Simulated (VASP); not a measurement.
Zn4Te3O, 8 atoms in the cell. It takes space group P-43m (No. 215, cubic). Conventional cell: a = 5.795 Å, b = 5.795 Å, c = 5.795 Å, α = 90.00°, β = 90.00°, γ = 90.00°. Zn (site symmetry 3m) is surrounded by 1 O at 2.11 Å. Te (site symmetry -42m) has 4 Zn at 2.67 Å as nearest neighbours. O (site symmetry -43m) has 4 Zn at 2.11 Å as nearest neighbours. The cell was built by a generator and needn't be a form met in nature.

- Program: VASP 6.6.1
- Task: single point
- Functional: PBE
- Potentials or basis: VASP PAW PBE potentials, release 64 (Zn, Te, O)
- Cutoff: 520 eV
- k mesh: 4 × 4 × 4
- Occupations: gaussian, width 0.15 eV
- Spin: no spin polarisation
- Further INCAR settings: PREC = Normal; LREAL = Auto; ALGO = Fast; EDIFF = 1e-05; NBANDS = 46

Potentials or basis: VASP PAW PBE potentials, release 64 (Zn, Te, O).

Command:

```sh
$ cat potpaw_PBE.64/Zn/POTCAR potpaw_PBE.64/Te/POTCAR potpaw_PBE.64/O/POTCAR > POTCAR
$ mpirun -np 1 vasp_std > vasp.out
```

Hardware: 1 thread of Intel(R) Xeon(R) Platinum 8488C (Sapphire Rapids), on a shared host.

Question: How long does it take, and how much memory?

Answer: It took 30 s on 1 thread of Intel(R) Xeon(R) Platinum 8488C (Sapphire Rapids) (shared host), peak memory 0.21 GiB. Counts: scf iterations 14, k points 10.
